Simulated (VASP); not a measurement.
VASP runs on Os share one base input (LDA (Ceperley-Alder, Perdew-Zunger), plane waves, VASP's LDA PAW potentials (set 64)) and change the settings named in each case.

POSCAR:
```
Os
4.2830470
  1.0000000000   0.0000000000   0.0000000000
  0.0000000000   1.0994210430   0.0000000000
  0.0000000000   0.0000000000   3.6170978278
Os
10
Cartesian
  0.7500000000   0.0916180538   1.1673930042
  0.2500000000   0.4580924677   1.1673930042
  0.7500000000   0.6413285753   1.4879836189
  0.2500000000   1.0078029892   1.4879836189
  0.7500000000   0.0916180538   1.8085489139
  0.2500000000   0.4580924677   1.8085489139
  0.7500000000   0.6413285753   2.1291395286
  0.2500000000   1.0078029892   2.1291395286
  0.7500000000   0.0916180538   2.4497048236
  0.2500000000   0.4580924677   2.4497048236
```

**INCAR**
```
! general
SYSTEM =Os
PREC   =Accurate
ENCUT  =300
LREAL  =.FALSE.   ! projection in real space or not
LASPH  =.TRUE.   ! aspherical one-centre terms

! electronic loop
EDIFF  =1E-6
NELM   =100   ! most electronic steps
ALGO   =Normal
LMAXMIX=6   ! l cut-off of mixed one-centre charges

! smearing
ISMEAR =0
SIGMA  =0.1   ! width (eV)

! ions
ISIF   =2

! output
LWAVE  =.FALSE.
LCHARG =.FALSE.

! other
LDIPOL =.TRUE.
IDIPOL =3
DIPOL  =0.5 0.5 0.5
```

File KPOINTS:
```
Automatic mesh
0
Gamma
5 5 1
0 0 0
```

POTCAR, in this order: Os (LDA.64 set). Program: vasp_std.

```tsv
change	E(σ→0) (eV/atom)	largest force (eV/Å)	−TS (eV)
base run	-11.3956	1.857	-0.0361
KPOINTS 4×4×1 Γ-centred mesh	-11.3896	2.016	-0.0485
LMIXTAU = .TRUE., METAGGA = R2SCAN, POTCAR Os (PBE.64 set)	-51.8592	1.383	-0.0325
ENCUT = 600	-11.4241	1.803	-0.0361
KPOINTS 10×9×1 Γ-centred mesh	-11.3835	1.902	-0.0546
ISMEAR = -1	-11.3931	1.841	-0.3633
SIGMA = 0.03, KPOINTS 6×6×1 Γ-centred mesh	-11.3785	1.880	-0.0024
```
 Energies of different potentials or functionals have different zeros.  The cell holds a wide vacuum, so values per volume refer to the whole cell. Unless said otherwise, spin-orbit coupling is left out, though it shifts the bands of the heavy elements here.

Left out are runs that ran out of time, are held back, or changed the cell or the kind of run, fixed moments of cells without a moment, rows past the twelfth, gaps on odd meshes, pressures of charged cells and columns that move by less than the noise.

The cell is a sheet or thin cut with vacuum, built from a database entry that may be metastable or hypothetical.
